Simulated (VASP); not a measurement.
# Lattice vibrations of Gd (Gadolinium)

Aim: the phonon dispersion and thermal properties of Gd (Gadolinium). The start is a cell from a database of measured crystal structures.

Method: LDA, 4f electrons in the core; plane waves and PAW (Gd_3), in VASP 6.6.1.

**1. Set-up**

Symmetry: P6_3/mmc, No. 194, hexagonal system. The conventional cell has a = 3.636 Å, b = 3.636 Å, c = 5.783 Å, α = 90.00°, β = 90.00°, γ = 120.00°. Nearest to Gd lie 12 Gd at 3.57 to 3.64 Å.

Structure file:

```cif
data_structure
_symmetry_space_group_name_H-M 'P6_3/mmc'
_symmetry_Int_Tables_number 194
_cell_length_a 3.6360
_cell_length_b 3.6360
_cell_length_c 5.7826
_cell_angle_alpha 90.000
_cell_angle_beta 90.000
_cell_angle_gamma 120.000
_cell_volume 66.21
loop_
_atom_site_label
_atom_site_type_symbol
_atom_site_symmetry_multiplicity
_atom_site_Wyckoff_symbol
_atom_site_fract_x
_atom_site_fract_y
_atom_site_fract_z
_atom_site_occupancy
Gd1 Gd 2 c 0.66667 0.33333 0.75000 1
```

**2. Relax the host**

Cell and atoms are relaxed first, so that later runs start from this functional's own cell.

File INCAR:

```
SYSTEM = Gd
PREC = Accurate
ENCUT = 350
EDIFF = 1E-06
NELM = 120
ISMEAR = 1
SIGMA = 0.15
LREAL = .FALSE.
ALGO = Normal
GGA = CA
NBANDS = 15
LASPH = .TRUE.
LORBIT = 11
LWAVE = .FALSE.
LCHARG = .FALSE.
KPAR = 4
IBRION = 2
NSW = 40
ISIF = 3
EDIFFG = -0.02
POTIM = 0.4
```

File POSCAR:

```
Gd
1.0
    3.6360000000      0.0000000000      0.0000000000
   -1.8180000000      3.1488683682      0.0000000000
    0.0000000000      0.0000000000      5.7826000000
Gd
2
Direct
    0.6666666667      0.3333333333      0.7500000000
    0.3333333333      0.6666666667      0.2500000000
```

File KPOINTS:

```
Automatic mesh
0
Gamma
10 10 6
0 0 0
```

PAW data sets: Gd_3 (PBE family, release 64).

Started as:

```console
> mpirun -np 4 vasp_std
```

The log of the run:

```text
[banner, memory and clock lines left out]
running    4 mpi-ranks, on    1 nodes
 distrk:  each k-point on    1 cores,    4 groups
 distr:  one band on    1 cores,    1 groups

 POSCAR found type information on POSCAR Gd
 POSCAR found :  1 types and       2 ions
|                                                                             |
|               ----> ADVICE to this user running VASP <----                  |
|                                                                             |
|     You enforced a specific xc type in the INCAR file but a different       |
|     [... a line on the potential file left out ...]
|     I HOPE YOU KNOW WHAT YOU ARE DOING!                                     |
|                                                                             |

 LDA part: xc-table for (Slater(with rela. corr.)+CA(PZ))
 , standard interpolation
 POSCAR, INCAR and KPOINTS ok, starting setup
 FFT: planning ... GRIDC
 FFT: planning ... GRID_SOFT
 FFT: planning ... GRID
 WAVECAR not read
 entering main loop
       N       E                     dE             d eps       ncg     rms          rms(c)
DAV:   1     0.321163808263E+02    0.32116E+02   -0.71088E+03  1680   0.788E+02
DAV:   2    -0.921860705388E+01   -0.41335E+02   -0.40014E+02  2065   0.183E+02
DAV:   3    -0.104185860653E+02   -0.12000E+01   -0.11415E+01  2310   0.209E+01
DAV:   4    -0.104349735513E+02   -0.16387E-01   -0.16340E-01  2074   0.273E+00
DAV:   5    -0.104353873676E+02   -0.41382E-03   -0.41375E-03  2599   0.300E-01    0.217E+01
DAV:   6    -0.104231228466E+02    0.12265E-01   -0.29750E-02  1897   0.113E+00    0.130E+01
DAV:   7    -0.104267257797E+02   -0.36029E-02   -0.51016E-02  2009   0.148E+00    0.226E-01
DAV:   8    -0.104260367799E+02    0.68900E-03   -0.35675E-03  2254   0.395E-01    0.427E-02
DAV:   9    -0.104260408700E+02   -0.40901E-05   -0.22912E-04  2508   0.934E-02    0.295E-02
DAV:  10    -0.104260388352E+02    0.20348E-05   -0.16446E-05  2257   0.254E-02    0.218E-02
DAV:  11    -0.104260386364E+02    0.19879E-06   -0.13281E-06  1752   0.778E-03
   1 F= -.10426039E+02 E0= -.10425286E+02  d E =-.104260E+02
 curvature:   0.00 expect dE= 0.000E+00 dE for cont linesearch  0.000E+00
 trial: gam= 0.00000 g(F)=  0.421E-48 g(S)=  0.194E+00 ort = 0.000E+00 (trialstep = 0.100E+01)
 search vector abs. value=  0.194E+00
 bond charge predicted
       N       E                     dE             d eps       ncg     rms          rms(c)
DAV:   1    -0.113197882784E+02   -0.89375E+00   -0.15361E+01  1680   0.270E+01    0.439E+00
DAV:   2    -0.107608330706E+02    0.55896E+00   -0.11198E+00  1708   0.769E+00    0.220E+00
DAV:   3    -0.105351445086E+02    0.22569E+00   -0.69806E-01  1855   0.570E+00    0.943E-01
DAV:   4    -0.105371488512E+02   -0.20043E-02   -0.27411E-02  2212   0.118E+00    0.752E-01
DAV:   5    -0.105366907009E+02    0.45815E-03   -0.47773E-03  1899   0.362E-01    0.596E-02
DAV:   6    -0.105366943131E+02   -0.36122E-05   -0.32463E-04  2432   0.100E-01    0.601E-02
DAV:   7    -0.105366831798E+02    0.11133E-04   -0.41197E-05  2142   0.443E-02    0.970E-03
DAV:   8    -0.105366836068E+02   -0.42699E-06   -0.19749E-06  2025   0.102E-02
   2 F= -.10536684E+02 E0= -.10535704E+02  d E =-.110645E+00
[...]
3 F= -.10537774E+02 E0= -.10536826E+02  d E =-.111735E+00
[...]
4 F= -.10537768E+02 E0= -.10536827E+02  d E =-.111730E+00
[...]
5 F= -.10538021E+02 E0= -.10537069E+02  d E =-.252393E-03
 trial-energy change:   -0.000252  1 .order   -0.000256   -0.000300   -0.000213
 step:   3.5360(harm=  3.5360)  dis= 0.00000  next Energy=   -10.538286 (dE=-0.517E-03)
 bond charge predicted
       N       E                     dE             d eps       ncg     rms          rms(c)
DAV:   1    -0.105411316417E+02   -0.31109E-02   -0.13319E-01  1687   0.231E+00    0.234E-01
DAV:   2    -0.105390646567E+02    0.20670E-02   -0.25370E-03  2205   0.365E-01    0.151E-01
DAV:   3    -0.105382640382E+02    0.80062E-03   -0.10038E-03  2254   0.215E-01    0.734E-02
DAV:   4    -0.105382628869E+02    0.11513E-05   -0.13038E-04  2318   0.711E-02    0.392E-02
DAV:   5    -0.105382626632E+02    0.22368E-06   -0.31781E-06  2388   0.108E-02
   6 F= -.10538263E+02 E0= -.10537272E+02  d E =-.494318E-03
 curvature:  -1.79 expect dE=-0.579E-04 dE for cont linesearch -0.473E-07
 trial: gam= 0.00645 g(F)=  0.385E-48 g(S)=  0.324E-04 ort = 0.280E-05 (trialstep = 0.153E+01)
 search vector abs. value=  0.324E-04
 reached required accuracy - stopping structural energy minimisation
```

It took 17 s on 4 MPI ranks of AMD EPYC 9R14 (Zen 4), shared host; peak memory 0.56 GiB; 67 s of CPU time.

The logs omit lines about the potential files and the build; timing stands in the text.

OUTCAR, selected parts (step 2):

```text
ion  position               nearest neighbor table
   1  0.667  0.333  0.750-   2 3.57   2 3.57   2 3.57   2 3.57   2 3.57   2 3.57
   2  0.333  0.667  0.250-   1 3.57   1 3.57   1 3.57   1 3.57   1 3.57   1 3.57

  LATTYP: Found a hexagonal cell.
 ALAT       =     3.6360000000
 C/A-ratio  =     1.5903740374

 Subroutine GETGRP returns: Found 24 space group operations
 (whereof 12 operations were pure point group operations)

The static configuration has the point symmetry D_3d.
 The point group associated with its full space group is D_6h.

 Found     56 irreducible k-points:

   k-points           NKPTS =     56   k-points in BZ     NKDIM =     56   number of bands    NBANDS=     15

   dimension x,y,z NGX =    24 NGY =   24 NGZ =   36
   dimension x,y,z NGXF=    48 NGYF=   48 NGZF=   72

   ENCUT  =  350.0 eV  25.72 Ry    5.07 a.u.   5.55  5.55  8.82*2*pi/ulx,y,z

   NELECT =      18.0000    total number of electrons

 k-points in reciprocal lattice and weights: Automatic mesh
   0.00000000  0.00000000  0.00000000       0.002
   0.10000000  0.00000000  0.00000000       0.010
   0.20000000  0.00000000  0.00000000       0.010
   0.30000000  0.00000000  0.00000000       0.010
   0.40000000  0.00000000  0.00000000       0.010
   0.50000000  0.00000000  0.00000000       0.005
   0.10000000  0.10000000  0.00000000       0.010
   0.20000000  0.10000000  0.00000000       0.020
   0.30000000  0.10000000  0.00000000       0.020
[...]
0.40000000  0.20000000  0.50000000       0.010
   0.30000000  0.30000000  0.50000000       0.010

 average (electrostatic) potential at core
       1 -35.3122       2 -35.3122

 E-fermi :   3.5960

 k-point     1 :       0.0000    0.0000    0.0000
  band No.  band energies     occupation
    ...
      4     -17.4582      2.00000
      5     -17.4582      2.00000
      6     -17.4142      2.00000
      7      -1.2826      2.00000
      8       1.2561      2.00000
      9       5.2985     -0.00000
     10       5.2985     -0.00000
     11       5.4917     -0.00000
     12       5.6018     -0.00000
     13       6.0464     -0.00000
    ...

 k-point     2 :       0.1000    0.0000    0.0000
  band No.  band energies     occupation
    ...
      4     -17.5423      2.00000
      5     -17.4686      2.00000
      6     -17.4292      2.00000
      7      -1.0011      2.00000
      8       1.5259      2.00000
      9       4.7162     -0.00000
     10       5.1127     -0.00000
     11       5.5658     -0.00000
     12       5.7357     -0.00000
     13       5.9518     -0.00000
    ...

 k-point     3 :       0.2000    0.0000    0.0000
  band No.  band energies     occupation
    ...
      4     -17.7081      2.00000
      5     -17.4983      2.00000
      6     -17.4749      2.00000
      7      -0.2434      2.00000
      8       2.1413      2.00000
      9       4.0517     -0.00015
     10       4.0991     -0.00002
     11       5.1932     -0.00000
     12       5.9447     -0.00000
     13       5.9636     -0.00000
    ...

  Total        0.0211574      0.0211574      0.0279516      0.0000000      0.0000000     -0.0000000
  in kB        0.5785184      0.5785184      0.7642942      0.0000000      0.0000000     -0.0000000
  external PRESSURE =       0.6404437 kB  Pullay stress =       0.0000000 kB

  energy-cutoff  :      350.00
  volume of cell :       58.59
      direct lattice vectors                 reciprocal lattice vectors
     3.485674332 -0.000000000 -0.000000000     0.286888534  0.165635172 -0.000000000
    -1.742837166  3.018682521 -0.000000000    -0.000000000  0.331270345 -0.000000000
    -0.000000000  0.000000000  5.568673607     0.000000000  0.000000000  0.179575976

 POSITION                                       TOTAL-FORCE (eV/Angst)
 -----------------------------------------------------------------------------------
      1.74284      1.00623      4.17651        -0.000000      0.000000      0.000000
     -0.00000      2.01246      1.39217         0.000000     -0.000000      0.000000
 -----------------------------------------------------------------------------------
    total drift:                                0.000000     -0.000000      0.000000

  FREE ENERGIE OF THE ION-ELECTRON SYSTEM (eV)
  ---------------------------------------------------
  free  energy   TOTEN  =       -10.5382626632 eV

  energy  without entropy=      -10.5352902776  energy(sigma->0) =      -10.53727187

 reached required accuracy - stopping structural energy minimisation

 total charge
# of ion       s       p       d       tot
------------------------------------------
    1        0.367   6.261   1.269   7.897
    2        0.367   6.261   1.269   7.897
--------------------------------------------------
tot          0.735  12.522   2.538  15.795

[... 3 further parts left out ...]
```

The data set Gd_3 holds the 4f electrons frozen in the core, so no f bands or f moments appear. The k-mesh is coarse for a metal. The PAW data sets were made with PBE, a small mismatch for LDA. After so large a change of volume the plane waves of the start cell no longer fit, so the final stress carries a basis-set error. The run keeps the 24 symmetry operations of its start, so it cannot find a distortion of lower symmetry.

The steps of the relaxation:

| step | energy less that of the first step (eV) | largest force (eV/Å) | pressure (GPa) | volume (Å³) |
| --- | --- | --- | --- | --- |
| 1 | 0.0000 | 0.0000 | -4.42 | 66.21 |
| 2 | -0.1106 | 0.0000 | -0.50 | 59.45 |
| 3 | -0.1117 | 0.0000 | -0.08 | 58.83 |
| 4 | -0.1117 | 0.0000 | 0.03 | 58.69 |
| 5 | -0.1120 | 0.0000 | 0.05 | 58.66 |
| 6 | -0.1122 | 0.0000 | 0.06 | 58.59 |

| conventional cell, symmetrised | before | after | change |
| --- | --- | --- | --- |
| a (Å) | 3.636 | 3.486 | -4.1 % |
| b (Å) | 3.636 | 3.486 | -4.1 % |
| c (Å) | 5.783 | 5.569 | -3.7 % |
| volume (Å³/atom) | 33.10 | 29.30 | -11.5 % |

Final coordinates:

```xyz
2
Lattice="3.4857 0.0000 0.0000 -1.7428 3.0187 0.0000 0.0000 0.0000 5.5687" Properties=species:S:1:pos:R:3 pbc="T T T"
Gd    1.7428    1.0062    4.1765
Gd    0.0000    2.0125    1.3922
```

Numbers from this step:

```yaml
electronic_cycles: 40
electrons: 18
free_energy_toten: -10.54 eV
energy_at_zero_smearing: -10.54 eV
fermi_energy: 3.596 eV
pressure: 0.06404 GPa
labelled_metallic_from_the_levels_on_this_mesh: yes
```

The run ended after 6 ionic steps, 0.112 eV below its first step, once forces and stress met EDIFFG = -0.02.

An edge changed by 4 % against the database cell. In a metal the coarse mesh may share the blame.

**3. Relax the host again, on a new basis**

The volume changed by more than 5 %, so the plane waves of the start no longer fit; a second relaxation removes that error.

INCAR, as its differences from that of step 2:

```diff
@@ -17,3 +17,3 @@
 IBRION = 2
-NSW = 40
+NSW = 30
 ISIF = 3
```

File POSCAR:

```
Gd
1.0
    3.4856743319      0.0000000000      0.0000000000
   -1.7428371659      3.0186825208      0.0000000000
    0.0000000000      0.0000000000      5.5686736067
Gd
2
Direct
    0.6666666667      0.3333333333      0.7500000000
    0.3333333333      0.6666666667      0.2500000000
```

File KPOINTS:

```
Automatic mesh
0
Gamma
11 11 6
0 0 0
```

Started as:

```console
> mpirun -np 4 vasp_std
```

The log of the run:

```text
[banner, memory and clock lines left out]
running    4 mpi-ranks, on    1 nodes
 distrk:  each k-point on    1 cores,    4 groups
 distr:  one band on    1 cores,    1 groups

 POSCAR found type information on POSCAR Gd
 POSCAR found :  1 types and       2 ions
 [... a notice as in an earlier step ...]

 LDA part: xc-table for (Slater(with rela. corr.)+CA(PZ))
 , standard interpolation
 POSCAR, INCAR and KPOINTS ok, starting setup
 FFT: planning ... GRIDC
 FFT: planning ... GRID_SOFT
 FFT: planning ... GRID
 WAVECAR not read
 entering main loop
       N       E                     dE             d eps       ncg     rms          rms(c)
DAV:   1     0.343053922066E+02    0.34305E+02   -0.71528E+03  1920   0.803E+02
DAV:   2    -0.935648490739E+01   -0.43662E+02   -0.42396E+02  2361   0.192E+02
DAV:   3    -0.105265225409E+02   -0.11700E+01   -0.11399E+01  2522   0.213E+01
DAV:   4    -0.105414361063E+02   -0.14914E-01   -0.14900E-01  2451   0.257E+00
DAV:   5    -0.105417257771E+02   -0.28967E-03   -0.28955E-03  2686   0.242E-01    0.234E+01
DAV:   6    -0.105359211802E+02    0.58046E-02   -0.27943E-02  2228   0.114E+00    0.140E+01
DAV:   7    -0.105431215592E+02   -0.72004E-02   -0.48771E-02  2333   0.151E+00    0.250E-01
DAV:   8    -0.105424777195E+02    0.64384E-03   -0.35103E-03  2496   0.404E-01    0.478E-02
DAV:   9    -0.105424794866E+02   -0.17671E-05   -0.22641E-04  2919   0.956E-02    0.265E-02
DAV:  10    -0.105424771058E+02    0.23808E-05   -0.15034E-05  2459   0.256E-02    0.180E-02
DAV:  11    -0.105424769041E+02    0.20173E-06   -0.10991E-06  1976   0.745E-03
   1 F= -.10542477E+02 E0= -.10542090E+02  d E =-.105425E+02
 curvature:   0.00 expect dE= 0.000E+00 dE for cont linesearch  0.000E+00
 trial: gam= 0.00000 g(F)=  0.596E-49 g(S)=  0.357E-04 ort = 0.000E+00 (trialstep = 0.100E+01)
 search vector abs. value=  0.357E-04
 bond charge predicted
       N       E                     dE             d eps       ncg     rms          rms(c)
DAV:   1    -0.105425916094E+02   -0.11450E-03   -0.25697E-03  2088   0.340E-01    0.566E-02
DAV:   2    -0.105425269888E+02    0.64621E-04   -0.12294E-04  2599   0.792E-02    0.253E-02
DAV:   3    -0.105424981870E+02    0.28802E-04   -0.51819E-05  2410   0.490E-02    0.905E-03
DAV:   4    -0.105424974284E+02    0.75862E-06   -0.57987E-06  2613   0.168E-02
   2 F= -.10542497E+02 E0= -.10542113E+02  d E =-.205243E-04
 trial-energy change:   -0.000021  1 .order   -0.000020   -0.000036   -0.000005
 step:   1.1605(harm=  1.1605)  dis= 0.00000  next Energy=   -10.542498 (dE=-0.207E-04)
 reached required accuracy - stopping structural energy minimisation
```

Wall time 7.6 s (4 MPI ranks); peak memory 0.52 GiB.

OUTCAR, selected parts (step 3):

```text
  LATTYP: Found a hexagonal cell.
 ALAT       =     3.4856743319
 C/A-ratio  =     1.5975886088

 Found     64 irreducible k-points:

   k-points           NKPTS =     64   k-points in BZ     NKDIM =     64   number of bands    NBANDS=     15

   ENCUT  =  350.0 eV  25.72 Ry    5.07 a.u.   5.32  5.32  8.49*2*pi/ulx,y,z

   NELECT =      18.0000    total number of electrons

 E-fermi :   3.5955

 k-point     1 :       0.0000    0.0000    0.0000
  band No.  band energies     occupation
    ...
      4     -17.4662      2.00000
      5     -17.4662      2.00000
      6     -17.4260      2.00000
      7      -1.2872      2.00000
      8       1.2526      2.00000
      9       5.2948     -0.00000
     10       5.2948     -0.00000
     11       5.4784     -0.00000
     12       5.5848     -0.00000
     13       6.0401     -0.00000
    ...

 k-point     2 :       0.0909   -0.0000    0.0000
  band No.  band energies     occupation
    ...
      4     -17.5362      2.00000
      5     -17.4748      2.00000
      6     -17.4383      2.00000
      7      -1.0537      2.00000
      8       1.4774      2.00000
      9       4.7784     -0.00000
     10       5.1763     -0.00000
     11       5.5157     -0.00000
     12       5.7672     -0.00000
     13       5.8987     -0.00000
    ...

  Total       -0.0124166     -0.0124166      0.0094865     -0.0000000      0.0000000      0.0000000
  in kB       -0.3391610     -0.3391610      0.2591249     -0.0000000      0.0000000      0.0000000
  external PRESSURE =      -0.1397323 kB  Pullay stress =       0.0000000 kB

  energy-cutoff  :      350.00
  volume of cell :       58.66
      direct lattice vectors                 reciprocal lattice vectors
     3.486066245  0.000000000  0.000000000     0.286856281  0.165616551  0.000000000
    -1.743033122  3.019021928 -0.000000000    -0.000000000  0.331233103 -0.000000000
    -0.000000000  0.000000000  5.573208271    -0.000000000  0.000000000  0.179429864

 POSITION                                       TOTAL-FORCE (eV/Angst)
 -----------------------------------------------------------------------------------
      1.74303      1.00634      4.17991        -0.000000     -0.000000      0.000000
     -0.00000      2.01268      1.39330         0.000000      0.000000      0.000000
 -----------------------------------------------------------------------------------
    total drift:                                0.000000     -0.000000      0.000000

  FREE ENERGIE OF THE ION-ELECTRON SYSTEM (eV)
  ---------------------------------------------------
  free  energy   TOTEN  =       -10.5424974284 eV

  energy  without entropy=      -10.5413434470  energy(sigma->0) =      -10.54211277

 total charge
# of ion       s       p       d       tot
------------------------------------------
    1        0.367   6.260   1.268   7.896
    2        0.367   6.260   1.268   7.896
--------------------------------------------------
tot          0.735  12.521   2.537  15.792

[... 4 parts as in an earlier step ...]

[... 7 further parts left out ...]
```

CONTCAR:

```
Gd
   1.00000000000000
     3.4860662450956301    0.0000000000000065    0.0000000000000000
    -1.7430331224978037    3.0190219275835095   -0.0000000000000000
    -0.0000000000000000    0.0000000000000000    5.5732082712303423
  Gd
     2
Direct
     0.6666666667000030    0.3333333332999970    0.7500000000000000
     0.3333333332999970    0.6666666667000030    0.2500000000000000
```

Little changed from the start: no atom moved by 0.005 Å and no cell edge by 0.1 %.

Numbers from this step:

- electronic cycles: 15
- Fermi energy: 3.595 eV
- pressure: -0.01397 GPa

The run ended after 2 ionic steps, 0.000 eV below its first step, once forces and stress met EDIFFG = -0.02.

[end of part 1 of 3]

[Lines on the potential files, build, host, timing and source positions are cut from VASP's logs without a mark.]

[Logs are printed without paths, hosts, clocks, repeated set-up lines and the standing remarks that a program may print on its own settings, such as how far it seeks lower states.]

[Hosts, paths, dates, database ids (printed as entryN), source tags and the programs' standing remarks are cut or masked in the printed files.]

[Runs that stopped without an error message from VASP are left out.]
